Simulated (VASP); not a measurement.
# Sb2Pt (Geversite): formation energy of S on the Pt site, part 2 of 6

Wanted: what S on the Pt site costs in Sb2Pt (Geversite) and how the lattice relaxes round it. The start is a cell from a database of measured crystal structures.

VASP 6.6.1, plane waves and PAW; the level of theory is named at each step.

So far. Step 2 (Relaxing the host crystal): The run ended after 3 ionic steps, 0.002 eV below its first step, once forces and stress met EDIFFG = -0.03.

### Step 3. The supercell without the defect

Level of this step: SCAN; plane waves and PAW (Pt, Sb) (VASP).

System of this step: Sb2Pt (Geversite). Symmetry: Pa-3, No. 205, cubic system. The conventional cell has a = 6.440 Å, b = 6.440 Å, c = 6.440 Å, α = 90.00°, β = 90.00°, γ = 90.00°. Nearest to Pt lie 6 Sb at 2.67 Å. Nearest to Sb lie 3 Pt at 2.67 Å and 1 Sb at 2.80 Å. Farther neighbours are not listed.

The same cell, mesh and cutoff without the defect give the energy to subtract and, in a gapped host, the band edges to count from, so that most errors cancel.

File INCAR:

```
SYSTEM = Sb2Pt
PREC = Normal
ENCUT = 300
EDIFF = 1E-05
NELM = 120
ISMEAR = 1
SIGMA = 0.2
LREAL = Auto
ALGO = Normal
METAGGA = SCAN
LASPH = .TRUE.
NBANDS = 104
LORBIT = 11
LWAVE = .FALSE.
LCHARG = .FALSE.
KPAR = 2
NCORE = 2
```

File POSCAR:

```
Sb2Pt
1.0
    0.0000000000      6.4398658394      6.4398658394
    6.4398658394      0.0000000000      6.4398658394
    6.4398658394      6.4398658394      0.0000000000
Pt Sb
8 16
Direct
    0.5000000000      0.0000000000      0.0000000000
    0.0000000000      0.5000000000      0.5000000000
    0.0000000000      0.0000000000      0.5000000000
    0.5000000000      0.5000000000      0.0000000000
    0.0000000000      0.5000000000      0.0000000000
    0.5000000000      0.0000000000      0.5000000000
    0.0000000000      0.0000000000      0.0000000000
    0.5000000000      0.5000000000      0.5000000000
    0.3127288751      0.5618133745      0.8127288752
    0.8127288752      0.0618133745      0.3127288751
    0.5618133746      0.8127288752      0.3127288752
    0.0618133745      0.3127288751      0.8127288752
    0.8127288751      0.3127288751      0.5618133746
    0.3127288751      0.8127288752      0.0618133746
    0.3127288751      0.3127288751      0.3127288751
    0.8127288751      0.8127288751      0.8127288751
    0.1872711248      0.9381866254      0.6872711249
    0.6872711249      0.4381866254      0.1872711248
    0.9381866255      0.6872711249      0.1872711248
    0.4381866254      0.1872711248      0.6872711249
    0.6872711248      0.1872711248      0.9381866255
    0.1872711248      0.6872711249      0.4381866254
    0.1872711248      0.1872711248      0.1872711248
    0.6872711248      0.6872711248      0.6872711248
```

File KPOINTS:

```
Automatic mesh
0
Gamma
3 3 3
0 0 0
```

Potentials, in the order of the species: Pt and Sb (PBE family, release 64).

Launch:

```sh
$ mpirun -np 4 vasp_std
```

The program printed:

```text
[banner, memory and clock lines left out]
running    4 mpi-ranks, on    1 nodes
 distrk:  each k-point on    2 cores,    2 groups
 distr:  one band on    2 cores,    1 groups

 POSCAR found type information on POSCAR PtSb
 POSCAR found :  2 types and      24 ions
 [... a notice as in an earlier step ...]

 LDA part: xc-table for (None), standard interpolation
 POSCAR, INCAR and KPOINTS ok, starting setup
 FFT: planning ... GRIDC
 FFT: planning ... GRID_SOFT
 FFT: planning ... GRID
 WAVECAR not read
 entering main loop
       N       E                     dE             d eps       ncg     rms          rms(c)
DAV:   1    -0.335728961972E+03   -0.33573E+03   -0.46554E+04   840   0.870E+02
DAV:   2    -0.115370662875E+04   -0.81798E+03   -0.77565E+03   960   0.209E+02
DAV:   3    -0.120477909341E+04   -0.51072E+02   -0.49631E+02   960   0.550E+01
DAV:   4    -0.120584777223E+04   -0.10687E+01   -0.10581E+01   984   0.830E+00
DAV:   5    -0.120587538023E+04   -0.27608E-01   -0.27581E-01   960   0.130E+00    0.198E+01
DAV:   6    -0.117362178054E+04    0.32254E+02   -0.96231E+00   896   0.122E+01    0.107E+01
DAV:   7    -0.117349734716E+04    0.12443E+00   -0.28987E+00   880   0.641E+00    0.565E+00
DAV:   8    -0.117354716360E+04   -0.49816E-01   -0.13687E+00   920   0.431E+00    0.137E+00
DAV:   9    -0.117356181811E+04   -0.14655E-01   -0.50426E-01   896   0.296E+00    0.178E+00
DAV:  10    -0.117352052652E+04    0.41292E-01   -0.11252E-01   904   0.146E+00    0.397E-01
DAV:  11    -0.117352570867E+04   -0.51822E-02   -0.26013E-02   952   0.525E-01    0.195E-01
DAV:  12    -0.117352701659E+04   -0.13079E-02   -0.64104E-03   896   0.309E-01    0.143E-01
DAV:  13    -0.117352665457E+04    0.36202E-03   -0.10036E-03   944   0.971E-02    0.353E-02
DAV:  14    -0.117352660499E+04    0.49585E-04   -0.19592E-04   952   0.455E-02    0.230E-02
DAV:  15    -0.117352661663E+04   -0.11646E-04   -0.27941E-05   608   0.194E-02    0.158E-02
DAV:  16    -0.117352660682E+04    0.98090E-05   -0.13820E-05   472   0.164E-02
   1 F= -.11735266E+04 E0= -.11735182E+04  d E =-.252583E-01
```

It took 2.2 min on 4 MPI ranks of AMD EPYC 7R43, shared host; peak memory 0.69 GiB.

From OUTCAR (step 3):

```text
  LATTYP: Found a face centered cubic cell.
 ALAT       =    12.8797316788

 Found      4 irreducible k-points:

   k-points           NKPTS =      4   k-points in BZ     NKDIM =      4   number of bands    NBANDS=    104

   dimension x,y,z NGX =    40 NGY =   40 NGZ =   40
   dimension x,y,z NGXF=    80 NGYF=   80 NGZF=   80

   ENCUT  =  300.0 eV  22.05 Ry    4.70 a.u.  12.86 12.86 12.86*2*pi/ulx,y,z

   NELECT =     160.0000    total number of electrons

 E-fermi :   9.1404

 k-point     1 :       0.0000    0.0000    0.0000
  band No.  band energies     occupation
    ...
     80       8.5614      2.00033
     81       9.1303      1.08537
     82       9.1304      1.08498
     83       9.1304      1.08498
     84       9.1304      1.08438
     85       9.2133      0.42607
     86       9.2134      0.42546
     87       9.2139      0.42250
     88      10.1231     -0.00000
     89      11.9918     -0.00000
    ...

 k-point     2 :       0.3333    0.0000    0.0000
  band No.  band energies     occupation
    ...
     76       8.3679      2.00000
     77       8.3681      2.00000
     78       8.4050      2.00000
     79       8.5391      2.00018
     80       8.5393      2.00018
     81       9.5866     -0.00708
     82       9.6515     -0.00180
     83       9.8907     -0.00000
     84       9.8908     -0.00000
     85      10.6103     -0.00000
    ...

  Total        1.9023904      1.9023904      1.9023904      0.0000000      0.0000000      0.0000000
  in kB        5.7062367      5.7062367      5.7062367      0.0000000      0.0000000      0.0000000
  external PRESSURE =       5.7062367 kB  Pullay stress =       0.0000000 kB

  energy-cutoff  :      300.00
  volume of cell :      534.15
      direct lattice vectors                 reciprocal lattice vectors
     0.000000000  6.439865839  6.439865839    -0.077641369  0.077641369  0.077641369
     6.439865839  0.000000000  6.439865839     0.077641369 -0.077641369  0.077641369
     6.439865839  6.439865839  0.000000000     0.077641369  0.077641369 -0.077641369

 POSITION                                       TOTAL-FORCE (eV/Angst)
 -----------------------------------------------------------------------------------
      0.00000      3.21993      3.21993         0.000000      0.000000     -0.000000
      6.43987      3.21993      3.21993         0.000000      0.000000     -0.000000
      3.21993      3.21993      0.00000         0.000000      0.000000     -0.000000
      3.21993      3.21993      6.43987         0.000000      0.000000     -0.000000
      3.21993      0.00000      3.21993         0.000000      0.000000     -0.000000
      3.21993      6.43987      3.21993         0.000000      0.000000     -0.000000
      0.00000      0.00000      0.00000         0.000000      0.000000     -0.000000
      6.43987      6.43987      6.43987         0.000000      0.000000     -0.000000
      8.85187      7.24780      5.63193        -0.000069      0.000069     -0.000069
      2.41200      7.24780      5.63193        -0.000069      0.000069     -0.000069
      7.24780      5.63193      8.85187         0.000069     -0.000069     -0.000069
      7.24780      5.63193      2.41200         0.000069     -0.000069     -0.000069
      5.63193      8.85187      7.24780        -0.000069     -0.000069      0.000069
      5.63193      2.41200      7.24780        -0.000069     -0.000069      0.000069
      4.02786      4.02786      4.02786         0.000069      0.000069      0.000069
     10.46773     10.46773     10.46773         0.000069      0.000069      0.000069
     10.46773      5.63193      7.24780         0.000069     -0.000069      0.000069
      4.02786      5.63193      7.24780         0.000069     -0.000069      0.000069
      5.63193      7.24780     10.46773        -0.000069      0.000069      0.000069
      5.63193      7.24780      4.02786        -0.000069      0.000069      0.000069
      7.24780     10.46773      5.63193         0.000069      0.000069     -0.000069
      7.24780      4.02786      5.63193         0.000069      0.000069     -0.000069
      2.41200      2.41200      2.41200        -0.000069     -0.000069     -0.000069
      8.85187      8.85187      8.85187        -0.000069     -0.000069     -0.000069
 -----------------------------------------------------------------------------------
    total drift:                                0.000001      0.000000      0.000001

  FREE ENERGIE OF THE ION-ELECTRON SYSTEM (eV)
  ---------------------------------------------------
  free  energy   TOTEN  =     -1173.5266068237 eV

  energy  without entropy=    -1173.5013485730  energy(sigma->0) =    -1173.51818741

 total charge
# of ion       s       p       d       tot
------------------------------------------
    1        0.651   0.649   8.073   9.372
    2        0.651   0.649   8.073   9.372
    3        0.651   0.649   8.073   9.372
    4        0.651   0.649   8.073   9.372
    5        0.651   0.649   8.073   9.372
    6        0.651   0.649   8.073   9.372
    7        0.651   0.649   8.073   9.372
    8        0.651   0.649   8.073   9.372
    9        1.138   1.219   0.062   2.418
   10        1.138   1.219   0.062   2.418
   11        1.138   1.219   0.062   2.418
   12        1.138   1.219   0.062   2.418
   13        1.138   1.219   0.062   2.418
   14        1.138   1.219   0.062   2.418
   15        1.138   1.219   0.062   2.418
   16        1.138   1.219   0.062   2.418
   17        1.138   1.219   0.062   2.418
   18        1.138   1.219   0.062   2.418
   19        1.138   1.219   0.062   2.418
   20        1.138   1.219   0.062   2.418
   21        1.138   1.219   0.062   2.418
   22        1.138   1.219   0.062   2.418
   23        1.138   1.219   0.062   2.418
   24        1.138   1.219   0.062   2.418
--------------------------------------------------
tot         23.412  24.686  65.570 113.668

[... 2 parts as in an earlier step ...]

[... 5 further parts left out ...]
```

This step gave:

| Item | Value |
| --- | --- |
| electronic cycles | 16 |
| electrons | 160 |
| free energy (TOTEN) | -1173.5266 eV |
| energy at zero smearing | -1173.5182 eV |
| Fermi energy | 9.140 eV |

A spacing of under 0.3 eV between levels on this mesh is not given as a gap, since the run was smeared as a metal.

The host is treated as a metal, as its relaxation found a gap under 0.3 eV or none, and only the neutral defect is run.

(Continued in part 3 of 6.)

[Lines on the potential files, build, host, timing and source positions are cut from VASP's logs without a mark.]

[Logs are printed without paths, hosts, clocks, repeated set-up lines and the standing remarks that a program may print on its own settings, such as how far it seeks lower states.]

[Hosts, paths, dates, database ids (printed as entryN), source tags and the programs' standing remarks are cut or masked in the printed files.]

[In band tables of VASP the shares of atoms and orbitals are scaled to a sum of 1 inside the atoms' spheres.]

[Runs that stopped without an error message from VASP are left out.]
